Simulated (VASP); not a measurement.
## Pd (Palladium): the relaxed cell at several levels of theory

Aim: relax Pd (Palladium) at several levels of theory and compare the cells. The starting structure is a measured crystal structure from the Crystallography Open Database.

Method: Kohn-Sham DFT with plane waves and PAW; PBEsol, LDA, PBE, PBEsol + D3(BJ), r2SCAN, r2SCAN + rVV10, rev-vdW-DF2 and AM05, in VASP 6.6.1.

## 1. Starting point

The structure is cubic, space group Fm-3m (No. 225). The conventional cell has a = 3.890 Å, b = 3.890 Å, c = 3.890 Å, α = 90.00°, β = 90.00°, γ = 90.00°. Nearest to Pd lie 12 Pd at 2.75 Å.

Structure file:

```xyz
1
Lattice="0.0000 1.9449 1.9449 1.9449 0.0000 1.9449 1.9449 1.9449 0.0000" Properties=species:S:1:pos:R:3 pbc="T T T"
Pd    0.0000    0.0000    0.0000
```

## 2. Relaxation with PBEsol

PBEsol restores the gradient expansion of exchange and is tuned for the cells of solids.

Contents of INCAR:

```
SYSTEM = Pd
PREC = Accurate
ENCUT = 450
EDIFF = 1E-06
NELM = 100
ISMEAR = 1
SIGMA = 0.1
LREAL = .FALSE.
ALGO = Normal
GGA = PS
NBANDS = 11
LORBIT = 11
LWAVE = .FALSE.
LCHARG = .FALSE.
KPAR = 2
IBRION = 2
NSW = 50
ISIF = 3
EDIFFG = -0.01
```

Contents of POSCAR:

```
Pd
1.0
    0.0000000000      1.9449000000      1.9449000000
    1.9449000000      0.0000000000      1.9449000000
    1.9449000000      1.9449000000      0.0000000000
Pd
1
Direct
    0.0000000000      0.0000000000      0.0000000000
```

Contents of KPOINTS:

```
Automatic mesh
0
Gamma
12 12 12
0 0 0
```

Potentials, in the order of the species: Pd (PBE family, release 64).

Run with:

```console
> mpirun -np 2 vasp_std
```

What it wrote:

```text
[banner, memory and clock lines left out]
running    2 mpi-ranks, on    1 nodes
 distrk:  each k-point on    1 cores,    2 groups
 distr:  one band on    1 cores,    1 groups

 POSCAR found type information on POSCAR Pd
 POSCAR found :  1 types and       1 ions
|                                                                             |
|               ----> ADVICE to this user running VASP <----                  |
|                                                                             |
|     You enforced a specific xc type in the INCAR file but a different       |
|     [... a line on the potential file left out ...]
|     I HOPE YOU KNOW WHAT YOU ARE DOING!                                     |
|                                                                             |

 LDA part: xc-table for (Slater+PW92), standard interpolation
 POSCAR, INCAR and KPOINTS ok, starting setup
 FFT: planning ... GRIDC
 FFT: planning ... GRID_SOFT
 FFT: planning ... GRID
 WAVECAR not read
 entering main loop
       N       E                     dE             d eps       ncg     rms          rms(c)
DAV:   1     0.363729436360E+02    0.36373E+02   -0.46993E+03  1616   0.751E+02
DAV:   2    -0.584570076405E+01   -0.42219E+02   -0.40755E+02  1795   0.169E+02
DAV:   3    -0.635331909544E+01   -0.50762E+00   -0.50454E+00  1875   0.197E+01
DAV:   4    -0.635554436287E+01   -0.22253E-02   -0.22249E-02  1908   0.138E+00
DAV:   5    -0.635556748542E+01   -0.23123E-04   -0.23122E-04  2022   0.128E-01    0.838E+00
DAV:   6    -0.597980221116E+01    0.37577E+00   -0.15554E+00  1944   0.101E+01    0.369E+00
DAV:   7    -0.596763799860E+01    0.12164E-01   -0.36439E-02  2089   0.124E+00    0.192E+00
DAV:   8    -0.596297322458E+01    0.46648E-02   -0.18288E-03  1955   0.413E-01    0.134E-01
DAV:   9    -0.596292986253E+01    0.43362E-04   -0.15868E-04  2064   0.109E-01    0.139E-02
DAV:  10    -0.596293544996E+01   -0.55874E-05   -0.53393E-06  1977   0.219E-02    0.128E-02
DAV:  11    -0.596293450220E+01    0.94776E-06   -0.89894E-07  1313   0.842E-03
   1 F= -.59629345E+01 E0= -.59622388E+01  d E =-.596293E+01
 curvature:   0.00 expect dE= 0.000E+00 dE for cont linesearch  0.000E+00
 trial: gam= 0.00000 g(F)=  0.132E-62 g(S)=  0.990E-02 ort = 0.000E+00 (trialstep = 0.100E+01)
 search vector abs. value=  0.990E-02
 bond charge predicted
       N       E                     dE             d eps       ncg     rms          rms(c)
DAV:   1    -0.613327486013E+01   -0.17034E+00   -0.32171E+00  1767   0.175E+01    0.298E+00
DAV:   2    -0.596113079504E+01    0.17214E+00   -0.73497E-01  1914   0.684E+00    0.577E-01
DAV:   3    -0.595939876056E+01    0.17320E-02   -0.10790E-02  2143   0.681E-01    0.339E-01
DAV:   4    -0.595954743271E+01   -0.14867E-03   -0.21144E-03  1906   0.320E-01    0.387E-02
DAV:   5    -0.595953787763E+01    0.95551E-05   -0.21793E-05  1925   0.424E-02    0.171E-02
DAV:   6    -0.595954039971E+01   -0.25221E-05   -0.12347E-06  2118   0.710E-03    0.111E-03
DAV:   7    -0.595954048871E+01   -0.89006E-07   -0.47003E-08  1265   0.147E-03
   2 F= -.59595405E+01 E0= -.59588555E+01  d E =0.339401E-02
 trial-energy change:    0.003394  1 .order    0.003771   -0.009898    0.017441
 step:   0.3816(harm=  0.3620)  dis= 0.00000  next Energy=    -5.964844 (dE=-0.191E-02)
 bond charge predicted
       N       E                     dE             d eps       ncg     rms          rms(c)
DAV:   1    -0.603474172196E+01   -0.75201E-01   -0.12514E+00  1779   0.109E+01    0.177E+00
DAV:   2    -0.596523084812E+01    0.69511E-01   -0.31023E-01  1788   0.436E+00    0.500E-01
DAV:   3    -0.596483420690E+01    0.39664E-03   -0.20351E-03  2059   0.303E-01    0.304E-01
DAV:   4    -0.596486670969E+01   -0.32503E-04   -0.74361E-04  1902   0.212E-01    0.183E-02
DAV:   5    -0.596487004379E+01   -0.33341E-05   -0.20506E-05  2002   0.333E-02    0.930E-03
DAV:   6    -0.596487134049E+01   -0.12967E-05   -0.69915E-07  1878   0.713E-03    0.855E-04
DAV:   7    -0.596487129636E+01    0.44127E-07   -0.10652E-08  1212   0.935E-04
   3 F= -.59648713E+01 E0= -.59641908E+01  d E =-.193679E-02
 curvature:  -0.18 expect dE=-0.239E-07 dE for cont linesearch -0.239E-07
 trial: gam=-0.00364 g(F)=  0.291E-62 g(S)=  0.132E-06 ort = 0.362E-04 (trialstep = 0.876E+00)
 search vector abs. value=  0.102E-09
 reached required accuracy - stopping structural energy minimisation
```

Run time: 19 s. Hardware: 2 MPI ranks of AMD EPYC 7R43, shared host; peak memory 0.17 GiB; 36 s of CPU time.

The logs omit lines about the potential files and the build; timing stands in the text.

Parts of OUTCAR (step 2):

```text
ion  position               nearest neighbor table
   1  0.000  0.000  0.000-

  LATTYP: Found a face centered cubic cell.
 ALAT       =     3.8898000000

 Subroutine GETGRP returns: Found 48 space group operations
 (whereof 48 operations were pure point group operations)

The static configuration has the point symmetry O_h .

 Found     72 irreducible k-points:

   k-points           NKPTS =     72   k-points in BZ     NKDIM =     72   number of bands    NBANDS=     11

   dimension x,y,z NGX =    20 NGY =   20 NGZ =   20
   dimension x,y,z NGXF=    40 NGYF=   40 NGZF=   40

   ENCUT  =  450.0 eV  33.07 Ry    5.75 a.u.   4.76  4.76  4.76*2*pi/ulx,y,z

   NELECT =      10.0000    total number of electrons

 k-points in reciprocal lattice and weights: Automatic mesh
   0.00000000  0.00000000  0.00000000       0.001
   0.08333333  0.00000000  0.00000000       0.005
   0.16666667  0.00000000  0.00000000       0.005
   0.25000000  0.00000000  0.00000000       0.005
   0.33333333  0.00000000  0.00000000       0.005
   0.41666667  0.00000000  0.00000000       0.005
   0.50000000  0.00000000  0.00000000       0.002
   0.08333333  0.08333333  0.00000000       0.003
   0.16666667  0.08333333  0.00000000       0.014
[...]
-0.33333333  0.50000000  0.16666667       0.007
  -0.25000000  0.50000000  0.25000000       0.003

 average (electrostatic) potential at core
       1 -70.2807

 E-fermi :   9.8633

 k-point     1 :       0.0000    0.0000    0.0000
  band No.  band energies     occupation
    ...
      2       6.9586      2.00000
      3       6.9586      2.00000
      4       6.9586      2.00000
      5       8.6407      2.00000
      6       8.6407      2.00000
      7      27.0431      0.00000
      8      31.9129      0.00000
      9      31.9129      0.00000
     10      31.9129      0.00000
     11      35.8979      0.00000

 k-point     2 :       0.0833    0.0000    0.0000
  band No.  band energies     occupation
    ...
      2       6.8691      2.00000
      3       7.0460      2.00000
      4       7.0460      2.00000
      5       8.6000      2.00000
      6       8.6000      2.00000
      7      27.3098      0.00000
      8      30.4153      0.00000
      9      32.2119      0.00000
     10      32.2119      0.00000
     11      35.9570      0.00000

 k-point     3 :       0.1667    0.0000    0.0000
  band No.  band energies     occupation
    ...
      2       6.7126      2.00000
      3       7.2239      2.00000
      4       7.2239      2.00000
      5       8.5710      2.00000
      6       8.5710      2.00000
      7      27.2149      0.00000
      8      28.3891      0.00000
      9      32.9944      0.00000
     10      32.9944      0.00000
     11      35.9346      0.00000

  Total       -0.0009554     -0.0009554     -0.0009554     -0.0000000      0.0000000     -0.0000000
  in kB       -0.1055513     -0.1055513     -0.1055513     -0.0000000      0.0000000     -0.0000000
  external PRESSURE =      -0.1055513 kB  Pullay stress =       0.0000000 kB

  energy-cutoff  :      450.00
  volume of cell :       14.50
      direct lattice vectors                 reciprocal lattice vectors
    -0.000000000  1.935536909  1.935536909    -0.258326254  0.258326254  0.258326254
     1.935536909  0.000000000  1.935536909     0.258326254 -0.258326254  0.258326254
     1.935536909  1.935536909 -0.000000000     0.258326254  0.258326254 -0.258326254

 POSITION                                       TOTAL-FORCE (eV/Angst)
 -----------------------------------------------------------------------------------
      0.00000      0.00000      0.00000         0.000000      0.000000      0.000000
 -----------------------------------------------------------------------------------
    total drift:                               -0.000000     -0.000000     -0.000000

  FREE ENERGIE OF THE ION-ELECTRON SYSTEM (eV)
  ---------------------------------------------------
  free  energy   TOTEN  =        -5.9648712964 eV

  energy  without entropy=       -5.9628297438  energy(sigma->0) =       -5.96419078

 reached required accuracy - stopping structural energy minimisation

 total charge
# of ion       s       p       d       tot
------------------------------------------
    1        0.494   0.506   8.459   9.459

[... 3 further parts left out ...]
```

The PAW data sets were made with PBE, which is usual practice but a small mismatch for other functionals. The run keeps the 48 symmetry operations of its start, so it cannot find a distortion of lower symmetry.

With PBEsol the relaxed cell holds 14.502 Å³ an atom, -1.44 % against the measured cell, with a = 3.871 Å.

## 3. Relaxation with LDA

LDA, the lowest rung, knows the local density alone. This run starts from the cell of an earlier relaxation, which isn't shown; the restart sets up the plane waves anew.

Changes to INCAR since step 2:

```diff
@@ -9,3 +9,3 @@
 ALGO = Normal
-GGA = PS
+GGA = CA
 NBANDS = 11
```

Contents of POSCAR:

```
Pd
1.0
    0.0000000000      1.9194751056      1.9194751056
    1.9194751056      0.0000000000      1.9194751056
    1.9194751056      1.9194751056      0.0000000000
Pd
1
Direct
    0.0000000000      0.0000000000      0.0000000000
```

KPOINTS is that of step 2.

Potentials, in the order of the species: Pd (LDA family, release 64).

Run with:

```console
> mpirun -np 2 vasp_std
```

What it wrote:

```text
[banner, memory and clock lines left out]
running    2 mpi-ranks, on    1 nodes
[...]
LDA part: xc-table for (Slater(with rela. corr.)+CA(PZ))
 , standard interpolation
 POSCAR, INCAR and KPOINTS ok, starting setup
[...]
entering main loop
       N       E                     dE             d eps       ncg     rms          rms(c)
DAV:   1     0.375296434880E+02    0.37530E+02   -0.48231E+03  1584   0.768E+02
DAV:   2    -0.637357285055E+01   -0.43903E+02   -0.42473E+02  1752   0.174E+02
DAV:   3    -0.685384065409E+01   -0.48027E+00   -0.47820E+00  1899   0.196E+01
DAV:   4    -0.685571095759E+01   -0.18703E-02   -0.18700E-02  1947   0.125E+00
[...]
DAV:   9    -0.650002878834E+01    0.31430E-04   -0.15481E-04  2044   0.108E-01    0.121E-02
DAV:  10    -0.650003327741E+01   -0.44891E-05   -0.29144E-06  2048   0.106E-02    0.865E-03
DAV:  11    -0.650003318699E+01    0.90417E-07   -0.81209E-08  1350   0.217E-03
   1 F= -.65000332E+01 E0= -.64993533E+01  d E =-.650003E+01
[...]
reached required accuracy - stopping structural energy minimisation
```

Elapsed: 8.6 s, on 2 MPI ranks; peak memory 0.17 GiB.

Parts of OUTCAR (step 3):

```text
  Total       -0.0043194     -0.0043194     -0.0043194      0.0000000      0.0000000      0.0000000
  in kB       -0.4892812     -0.4892812     -0.4892812      0.0000000      0.0000000      0.0000000
  external PRESSURE =      -0.4892812 kB  Pullay stress =       0.0000000 kB

 POSITION                                       TOTAL-FORCE (eV/Angst)
 -----------------------------------------------------------------------------------
      0.00000      0.00000      0.00000        -0.000000     -0.000000     -0.000000
 -----------------------------------------------------------------------------------
    total drift:                               -0.000000     -0.000000     -0.000000

  FREE ENERGIE OF THE ION-ELECTRON SYSTEM (eV)
  ---------------------------------------------------
  free  energy   TOTEN  =        -6.5000331870 eV

  energy  without entropy=       -6.4979934398  energy(sigma->0) =       -6.49935327

[... 2 parts as in an earlier step ...]

[... 2 further parts left out ...]
[key lines of the parts left out:]
E-fermi :  10.2846
```

With LDA the relaxed cell holds 14.144 Å³ an atom, -3.87 % against the measured cell, with a = 3.839 Å. That is -2.47 % from PBEsol.

## 4. Relaxation with PBE

PBE, the usual starting point, adds the gradient of the density. This run starts from the cell of an earlier relaxation, which isn't shown; the restart sets up the plane waves anew.

Changes to INCAR since step 3:

```diff
@@ -9,3 +9,3 @@
 ALGO = Normal
-GGA = CA
+GGA = PE
 NBANDS = 11
```

Contents of POSCAR:

```
Pd
1.0
    0.0000000000      1.9696664646      1.9696664646
    1.9696664646      0.0000000000      1.9696664646
    1.9696664646      1.9696664646      0.0000000000
Pd
1
Direct
    0.0000000000      0.0000000000      0.0000000000
```

KPOINTS is that of step 3.

The projector-augmented-wave data sets are Pd (PBE family, release 64).

Run with:

```console
> mpirun -np 2 vasp_std
```

What it wrote:

```text
[banner, memory and clock lines left out]
running    2 mpi-ranks, on    1 nodes
[...]
LDA part: xc-table for (Slater+PW92), standard interpolation
 POSCAR, INCAR and KPOINTS ok, starting setup
[...]
entering main loop
       N       E                     dE             d eps       ncg     rms          rms(c)
DAV:   1     0.374750391616E+02    0.37475E+02   -0.47336E+03  1616   0.756E+02
DAV:   2    -0.500985772051E+01   -0.42485E+02   -0.40979E+02  1779   0.168E+02
DAV:   3    -0.549456408001E+01   -0.48471E+00   -0.48201E+00  1896   0.191E+01
DAV:   4    -0.549701971267E+01   -0.24556E-02   -0.24553E-02  1915   0.141E+00
[...]
DAV:   9    -0.521921153152E+01    0.17824E-04   -0.10423E-04  2013   0.860E-02    0.233E-02
DAV:  10    -0.521921641049E+01   -0.48790E-05   -0.53696E-06  1937   0.205E-02    0.729E-03
DAV:  11    -0.521921577641E+01    0.63408E-06   -0.72118E-08  1266   0.240E-03
   1 F= -.52192158E+01 E0= -.52186123E+01  d E =-.521922E+01
[...]
reached required accuracy - stopping structural energy minimisation
```

The job ended after 8.2 s (2 MPI ranks; peak memory 0.18 GiB).

From OUTCAR (step 4):

```text
  Total       -0.0018702     -0.0018702     -0.0018702      0.0000000      0.0000000     -0.0000000
  in kB       -0.1960596     -0.1960596     -0.1960596      0.0000000      0.0000000     -0.0000000
  external PRESSURE =      -0.1960596 kB  Pullay stress =       0.0000000 kB

  FREE ENERGIE OF THE ION-ELECTRON SYSTEM (eV)
  ---------------------------------------------------
  free  energy   TOTEN  =        -5.2192157764 eV

  energy  without entropy=       -5.2174054949  energy(sigma->0) =       -5.21861235

[... 3 parts as in an earlier step ...]

[... 2 further parts left out ...]
[key lines of the parts left out:]
E-fermi :   9.1526
```

With PBE the relaxed cell holds 15.283 Å³ an atom, +3.87 % against the measured cell, with a = 3.939 Å. That is +5.38 % from PBEsol.

## 5. Relaxation with PBEsol + D3(BJ)

D3 with Becke-Johnson damping keeps a finite attraction at short range. This run starts from the cell of an earlier relaxation, which isn't shown; the restart sets up the plane waves anew.

Changes to INCAR since step 4:

```diff
@@ -9,3 +9,4 @@
 ALGO = Normal
-GGA = PE
+GGA = PS
+IVDW = 12
 NBANDS = 11
```

Contents of POSCAR:

```
Pd
1.0
    0.0000000000      1.9142194511      1.9142194511
    1.9142194511      0.0000000000      1.9142194511
    1.9142194511      1.9142194511      0.0000000000
Pd
1
Direct
    0.0000000000      0.0000000000      0.0000000000
```

KPOINTS is that of step 4.

Run with:

```console
> mpirun -np 2 vasp_std
```

What it wrote:

```text
[banner, memory and clock lines left out]
running    2 mpi-ranks, on    1 nodes
[...]
[... a notice as in an earlier step ...]

 LDA part: xc-table for (Slater+PW92), standard interpolation
 POSCAR, INCAR and KPOINTS ok, starting setup
[...]
entering main loop
       N       E                     dE             d eps       ncg     rms          rms(c)
DAV:   1     0.373639610787E+02    0.37364E+02   -0.47214E+03  1584   0.754E+02
DAV:   2    -0.586240205583E+01   -0.43226E+02   -0.42007E+02  1769   0.174E+02
DAV:   3    -0.635182676030E+01   -0.48942E+00   -0.48772E+00  1915   0.197E+01
DAV:   4    -0.635378566351E+01   -0.19589E-02   -0.19586E-02  1923   0.132E+00
[...]
DAV:   9    -0.595406928616E+01    0.92622E-04   -0.33531E-04  2019   0.160E-01    0.129E-02
DAV:  10    -0.595407528805E+01   -0.60019E-05   -0.42653E-06  2023   0.133E-02    0.118E-02
DAV:  11    -0.595407472018E+01    0.56788E-06   -0.78880E-08  1379   0.236E-03
   1 F= -.66082713E+01 E0= -.66075771E+01  d E =-.660827E+01
[...]
reached required accuracy - stopping structural energy minimisation
```

Wall time 7.6 s (2 MPI ranks); peak memory 0.21 GiB; 14 s of CPU time.

OUTCAR, selected parts (step 5):

```text
 Edisp (eV)   -0.65420

  Total      -0.00539    -0.00539    -0.00539     0.00000    -0.00000     0.00000
  in kB      -0.61508    -0.61508    -0.61508     0.00000    -0.00000     0.00000
  external pressure =       -0.62 kB  Pullay stress =        0.00 kB

  FREE ENERGIE OF THE ION-ELECTRON SYSTEM (eV)
  ---------------------------------------------------
  free  energy   TOTEN  =        -6.6082713122 eV

  energy  without entropy=       -6.6061886152  energy(sigma->0) =       -6.60757708

[... 3 parts as in an earlier step ...]

[... 2 further parts left out ...]
[key lines of the parts left out:]
E-fermi :  10.4520
```

With PBEsol + D3(BJ) the relaxed cell holds 14.028 Å³ an atom, -4.66 % against the measured cell, with a = 3.828 Å. That is -3.27 % from PBEsol.

(Part 1 of 2 ends here.)

[Lines on the potential files, build, host, timing and source positions are cut from VASP's logs without a mark.]

[Logs are printed without paths, hosts, clocks, repeated set-up lines and the standing remarks that a program may print on its own settings, such as how far it seeks lower states.]

[Hosts, paths, dates, database ids (printed as entryN), source tags and the programs' standing remarks are cut or masked in the printed files.]
